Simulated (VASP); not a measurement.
An input for Quantum ESPRESSO's pw.x (written as the equivalent of a VASP run, and not itself run):

```
&CONTROL
  calculation = 'scf'
  pseudo_dir = './pseudo'
  outdir = './out'
  tprnfor = .true.
  tstress = .true.
/
&SYSTEM
  ibrav = 0
  nat = 6
  ntyp = 2
  ecutwfc = 88
  occupations = 'smearing'
  smearing = 'fermi-dirac'
  degauss = 0.000735
  input_dft = 'pz'
/
&ELECTRONS
  conv_thr = 7.3e-08
  electron_maxstep = 100
/
ATOMIC_SPECIES
  P 30.974 P.upf
  Ru 101.070 Ru.upf
CELL_PARAMETERS angstrom
     5.0227370    0.0000000    0.0000000
     0.0000000    5.7993360    0.0000000
     0.0000000    0.0000000    2.8479720
ATOMIC_POSITIONS crystal
  P    0.3376800  0.8738100  0.5000000
  P    0.6623200  0.1261900  0.5000000
  P    0.8376800  0.6261900  0.0000000
  P    0.1623200  0.3738100  0.0000000
  Ru   0.5000000  0.5000000  0.5000000
  Ru   0.0000000  0.0000000  0.0000000
K_POINTS automatic
  1 1 1 0 0 0
```

Problem. Translate this input to VASP (INCAR, KPOINTS, POSCAR, choice of POTCAR).

Solution. Several could match; the one computed here: 
**KPOINTS**
```
kpoints
0
gamma
1 1 1
```

POSCAR:
```
P2Ru
1
    5.0227370000     0.0000000000     0.0000000000
    0.0000000000     5.7993360000     0.0000000000
    0.0000000000     0.0000000000     2.8479720000
P Ru
4 2
Direct
  0.3376800000   0.8738100000   0.5000000000
  0.6623200000   0.1261900000   0.5000000000
  0.8376800000   0.6261900000   0.0000000000
  0.1623200000   0.3738100000   0.0000000000
  0.5000000000   0.5000000000   0.5000000000
  0.0000000000   0.0000000000   0.0000000000
```

### INCAR
```
# general
SYSTEM  = P2Ru
PREC    = Accurate
ENCUT   = 300   # plane-wave cut-off (eV)
LREAL   = .False.
LASPH   = .True.   # aspherical one-centre terms

# electronic loop
EDIFF   = 1E-6   # SCF stop (eV)
NELM    = 100
ALGO    = Normal   # blocked Davidson
LMAXMIX = 4   # l cut-off of mixed one-centre charges

# smearing
ISMEAR  = -1
SIGMA   = 0.01   # width (eV)

# ions
ISIF    = 2

# output
LWAVE   = .False.
LCHARG  = .False.
```

POTCAR, in this order: P Ru_pv (LDA.64 set). Program: vasp_std.

Limits of the translation: the potentials are each code's own (VASP's PAW set, PseudoDojo norm-conserving files in pw.x), so ENCUT and ecutwfc are chosen apart and not converted; conv_thr bounds pw.x's estimated SCF error, while EDIFF bounds the energy change between steps.

The structure comes from a computed database's P2Ru entry; how it stands against other phases isn't given here. The cell was not relaxed at this level. The k-mesh is coarse (spacing up to 2.21 per Å, 2π included), so the numbers may not be converged in it. The run is one of a series of settings (KPOINTS 1×1×1 Γ-centred mesh against the base run), some of them coarse on purpose.
